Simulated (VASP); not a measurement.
Nb2SnSe:

```xyz
8
Lattice="3.3820 0.0000 0.0000 0.0000 3.3820 0.0000 0.0000 0.0000 14.4850" Properties=species:S:1:pos:R:3 pbc="T T T"
Nb    1.6910    0.0000   10.1950
Nb    1.6910    0.0000   13.8170
Nb    0.0000    1.6910    0.6680
Nb    0.0000    1.6910    4.2900
Sn    0.0000    1.6910   12.0940
Sn    1.6910    0.0000    2.3910
Se    0.0000    1.6910    8.8440
Se    1.6910    0.0000    5.6410
```

The cell was built by a generator and needn't be a form met in nature.

| Quantity | Value |
| --- | --- |
| Program | VASP 6.6.1 |
| Task | relaxation of cell and atoms |
| Functional | PBE |
| Potentials or basis | VASP PAW PBE potentials, release 64 (Nb_sv, Sn_d, Se) |
| Cutoff | 520 eV |
| k mesh | 10 × 10 × 2 |
| Occupations | gaussian, width 0.1 eV |
| Spin | no spin polarisation |

At the start: pressure -0.4 GPa; volume 20.71 Å³/atom.

**Question.** Where does the relaxation end?

**Answer.** Over 27 steps the energy falls by 4.3 meV/atom and the volume is 20.28 Å³/atom (-2.1 %); space group P4/nmm (No. 129, to 0.05 Å).

The path:
```
step  energy change (eV)  largest force (eV/Å)  pressure (GPa)  volume (Å³)
   1              0.0000                0.5071           -0.38       165.68
   2             -0.0209                0.1955            0.16       164.51
   3             -0.0239                0.0680            0.51       163.86
   4             -0.0277                0.1484           -0.62       165.04
   5             -0.0283                0.1127           -0.33       164.73
   6             -0.0318                0.0177           -0.03       164.17
   7             -0.0319                0.0235            0.04       164.05
   8             -0.0320                0.0187           -0.05       164.14
   9             -0.0320                0.0172           -0.09       164.17
  10             -0.0321                0.0171           -0.06       164.09
  11             -0.0322                0.0260            0.02       163.91
  12             -0.0323                0.0245            0.02       163.88
  13             -0.0326                0.0213           -0.01       163.78
  14             -0.0330                0.0295           -0.06       163.57
  15             -0.0334                0.0555           -0.15       163.15
  16             -0.0335                0.0528           -0.13       163.09
  17             -0.0337                0.0460           -0.07       162.92
  18             -0.0339                0.0437            0.05       162.59
  19             -0.0338                0.0399            0.30       161.92
  20             -0.0340                0.0418            0.16       162.32
  21             -0.0341                0.0350            0.13       162.26
  22             -0.0343                0.0173            0.05       162.10
  23             -0.0343                0.0149            0.02       162.17
  24             -0.0343                0.0106           -0.04       162.27
  25             -0.0344                0.0129           -0.02       162.26
  26             -0.0344                0.0153            0.00       162.25
  27             -0.0344                0.0091            0.00       162.25
```

Final structure:
```xyz
8
Lattice="3.3990 0.0000 0.0000 0.0000 3.3990 0.0000 0.0000 0.0000 14.0442" Properties=species:S:1:pos:R:3 pbc="T T T"
Nb    1.6995    0.0000    9.8547
Nb    1.6995    0.0000   13.3414
Nb    0.0000    1.6995    0.7028
Nb    0.0000    1.6995    4.1895
Sn    0.0000    1.6995   11.7033
Sn    1.6995    0.0000    2.3409
Se    0.0000    1.6995    8.5060
Se    1.6995    0.0000    5.5382
```

Caveat: this functional lacks dispersion, which binds the layers, so the pressure and a relaxed spacing across them are unreliable.
